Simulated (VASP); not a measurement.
# BiB (R3m) in VASP: settings compared, part 2 of 2

VASP 6.6.1. Earlier steps stand in the parts before.

### Step 3. Single point, PBE (uniaxial_z strain -1.3%)

The input, INCAR:

```
SYSTEM = BiB
PREC     = Accurate       ! precision mode
ENCUT    = 520            ! plane-wave cutoff, eV
EDIFF    = 1E-6           ! SCF threshold, eV
ISMEAR   = -1             ! smearing method
SIGMA    = 0.02           ! smearing width, eV
LREAL    = .False.        ! projectors in reciprocal space
LASPH    = .True.         ! aspherical terms in the spheres
NELM     = 100            ! most SCF steps
ALGO     = Fast           ! electronic algorithm
ISIF     = 2              ! what is computed and relaxed
LWAVE    = .False.        ! write WAVECAR
LCHARG   = .False.        ! write CHGCAR
GGA      = PE             ! functional
NBANDS   = 16             ! bands
```

The input, KPOINTS:

```
Automatic mesh
0
Gamma
  8 8 8
  0 0 0
```

The input, POSCAR:

```
BiB
1.0
    0.0000000000      2.7448744688      2.7091911007
    2.7448744688      0.0000000000      2.7091911007
    2.7448744688      2.7448744688      0.0000000000
B Bi
1 1
Direct
    0.0000000000      0.0000000000      0.0000000000
    0.2500000000      0.2500000000      0.2500000000
```

Potentials or basis: VASP PAW PBE potentials, release 64 (B, Bi_d).

Run with:

```sh
cat potpaw_PBE.64/B/POTCAR potpaw_PBE.64/Bi_d/POTCAR > POTCAR
mpirun -np 1 vasp_std > vasp.out
```

OUTCAR:

```text
SYSTEM = BiB
   PREC = Accurate
   ENCUT = 520
   EDIFF = 1E-6
   ISMEAR = -1
   LREAL = .False.
   LASPH = .True.
   NELM = 100
   ISIF = 2
   GGA = PE

 ion  position               nearest neighbor table
   1  0.000  0.000  0.000-   2 2.37   2 2.37   2 2.37   2 2.37
   2  0.250  0.250  0.250-   1 2.37   1 2.37   1 2.37   1 2.37

  LATTYP: Found a body centered tetragonal cell.
 ALAT       =     3.8818387008
 C/A-ratio  =     1.3958287861

  Lattice vectors:

[... 642 lines left out ...]

 [... further k-points ...]

------------------------ aborting loop because EDIFF is reached ----------------------------------------

  FORCE on cell =-STRESS in cart. coord.  units (eV):
  Direction    XX          YY          ZZ          XY          YZ          ZX
  --------------------------------------------------------------------------------------
  -------------------------------------------------------------------------------------
  Total        0.4916640      0.4916640      0.7981899      0.0000000     -0.0000000     -0.0000000
  in kB       19.2958688     19.2958688     31.3258029      0.0000000     -0.0000000     -0.0000000
  external PRESSURE =      23.3058468 kB  Pullay stress =       0.0000000 kB

 VOLUME and BASIS-vectors are now :
 -----------------------------------------------------------------------------
  energy-cutoff  :      520.00
  volume of cell :       40.82
      direct lattice vectors                 reciprocal lattice vectors
     0.000000000  2.744874469  2.709191101    -0.182157693  0.182157693  0.184556933
     2.744874469  0.000000000  2.709191101     0.182157693 -0.182157693  0.184556933
     2.744874469  2.744874469  0.000000000     0.182157693  0.182157693 -0.184556933

 POSITION                                       TOTAL-FORCE (eV/Angst)
 -----------------------------------------------------------------------------------
      0.00000      0.00000      0.00000         0.000000      0.000000      0.000000
      1.37244      1.37244      1.35460        -0.000000     -0.000000     -0.000000
 -----------------------------------------------------------------------------------
    total drift:                                0.000000      0.000000      0.000000

  FREE ENERGIE OF THE ION-ELECTRON SYSTEM (eV)
  ---------------------------------------------------
  free  energy   TOTEN  =        -8.9820803246 eV

  energy  without entropy=       -8.9820796585  energy(sigma->0) =       -8.98207999
```

stdout:

```text
POSCAR found type information on POSCAR B Bi
 POSCAR found :  2 types and       2 ions
 scaLAPACK will be used
 LDA part: xc-table for (Slater+PW92), standard interpolation
 POSCAR, INCAR and KPOINTS ok, starting setup
 FFT: planning ... GRIDC
 FFT: planning ... GRID_SOFT
 FFT: planning ... GRID
 WAVECAR not read
 entering main loop
```

Wall time 30 s (1 thread of Intel Xeon 6975P-C (Granite Rapids), shared host); peak memory 0.18 GiB.

Results:

| Item | Value |
| --- | --- |
| Free energy | -8.9821 eV |
| Pressure | 2.3 GPa |
| Band gap on the k mesh | 0.31 eV, direct |

Stress tensor (GPa, compression positive):
```
1.93 0.00 0.00
0.00 1.93 0.00
0.00 0.00 3.13
```

Levels at points of the mesh, in eV from the valence-band top:
```tsv
k point	band 5	band 6	band 7	band 8	band 9	band 10	band 11	band 12	band 13	band 14
(0.00, 0.00, 0.00)	-23.14	-14.31	-0.10	-0.10	0.00	0.31	2.71	2.78	2.78	6.20
(0.50, 0.00, 0.00)	-23.12	-12.20	-7.83	-1.75	-1.64	0.39	4.09	4.17	5.95	8.40
(0.50, 0.50, 0.00)	-23.10	-11.21	-7.90	-3.64	-3.64	0.73	0.82	8.42	8.69	8.69
(0.50, 0.00, 0.50)	-23.11	-11.28	-7.98	-3.56	-3.54	0.84	0.94	8.30	8.59	8.75
```

Caveat: spin-orbit coupling is left out, which as a rule narrows the gap of such compounds by several tenths of an eV. A k mesh can miss the band edges.

### Step 4. Single point, r2SCAN (epitaxial_111 strain +5.9%)

The input, POSCAR:

```
BiB
1.0
   -0.1399148191      2.7680051931      2.7680051931
    2.7680051931     -0.1399148191      2.7680051931
    2.7680051931      2.7680051931     -0.1399148191
B Bi
1 1
Direct
   -0.0024959353     -0.0024959353     -0.0024959353
    0.2524959353      0.2524959353      0.2524959353
```

The input, INCAR.step1:

```
ALGO     = Normal         # electronic algorithm
EDIFF    = 1E-4           # SCF threshold, eV
ENCUT    = 520            # plane-wave cutoff, eV
GGA      = PE             # functional
ISMEAR   = -1             # smearing method
LASPH    = True           # aspherical terms in the spheres
LCHARG   = False          # write CHGCAR
LREAL    = False          # projectors in reciprocal space
LWAVE    = True           # write WAVECAR
NBANDS   = 16             # bands
NELM     = 60             # most SCF steps
PREC     = Accurate       # precision mode
SIGMA    = 0.02           # smearing width, eV
```

The input, INCAR.step2:

```
ALGO     = Normal         # electronic algorithm
EDIFF    = 1E-6           # SCF threshold, eV
ENCUT    = 520            # plane-wave cutoff, eV
ISIF     = 2              # what is computed and relaxed
ISMEAR   = -1             # smearing method
ISTART   = 1            
LASPH    = True           # aspherical terms in the spheres
LCHARG   = True           # write CHGCAR
LELF     = True           # ELF
LMIXTAU  = True         
LREAL    = False          # projectors in reciprocal space
LVHAR    = True         
LWAVE    = False          # write WAVECAR
METAGGA  = R2SCAN         # meta-GGA
NBANDS   = 16             # bands
NELM     = 60             # most SCF steps
PREC     = Accurate       # precision mode
SIGMA    = 0.02           # smearing width, eV
```

The input, KPOINTS:

```
k-points
0
Gamma
  8 8 8
```

Run with:

```sh
cat potpaw_PBE.64/B/POTCAR potpaw_PBE.64/Bi_d/POTCAR > POTCAR
cp INCAR.step1 INCAR
mpirun -np 1 vasp_std > vasp.out
cp INCAR.step2 INCAR
mpirun -np 1 vasp_std > vasp.out
```

Wall time 91 s (1 thread of Intel Xeon 6975P-C (Granite Rapids), shared host); peak memory 0.19 GiB.

It converged, with:

```yaml
Free_energy: -64.1561 eV
Pressure: -5.8 GPa
Largest_force: 0.007 eV/Å
Band_gap_on_the_k_mesh: none (metal or under the smearing width)
```

Forces on the atoms (eV/Å):
```
B    0.004  0.004  0.004
Bi  -0.004 -0.004 -0.004
```

Stress tensor (GPa, compression positive):
```
-5.84  2.90  2.90
 2.90 -5.84  2.90
 2.90  2.90 -5.84
```

Levels at points of the mesh, in eV from the Fermi level:
| k point | band 7 | band 8 | band 9 | band 10 | band 11 | band 12 |
| --- | --- | --- | --- | --- | --- | --- |
| (0.00, 0.00, 0.00) | -0.38 | 0.06 | 0.06 | 0.35 | 2.71 | 2.71 |
| (0.50, 0.00, 0.00) | -7.41 | -1.30 | -1.16 | 0.54 | 4.35 | 4.71 |
| (0.50, 0.50, 0.00) | -7.70 | -3.38 | -2.81 | 0.88 | 1.71 | 8.07 |
| (0.50, 0.50, 0.50) | -7.38 | -1.72 | -1.72 | -0.33 | 4.10 | 4.10 |

Caveat: the PAW data sets were made with another functional, which shifts forces and pressure a little; spin-orbit coupling is left out, which moves the levels of the heavy elements.

### Step 5. The runs side by side

| level | cell | gap on the mesh (eV) | pressure (GPa) | largest force (eV/Å) |
| --- | --- | --- | --- | --- |
| PBE | epitaxial_111 strain +5.9% | none | -4.5 | 0.03 |
| PBE | uniaxial_z strain -1.3% | 0.31 | 2.3 | - |
| r2SCAN | epitaxial_111 strain +5.9% | none | -5.8 | 0.01 |

Alike in all rows: task single point; potentials or basis VASP PAW PBE potentials, release 64 (B, Bi_d); no spin polarisation; k mesh 8 × 8 × 8; cutoff (eV) 520; smearing fermi-dirac 0.02 eV.

Caveats: spin-orbit coupling is left out, which moves the levels of the heavy elements (some runs); spin-orbit coupling is left out, which as a rule narrows the gap of such compounds by several tenths of an eV (some runs); the PAW data sets were made with another functional, which shifts forces and pressure a little (some runs).

Absolute energies hang on the potentials; compare differences alone.
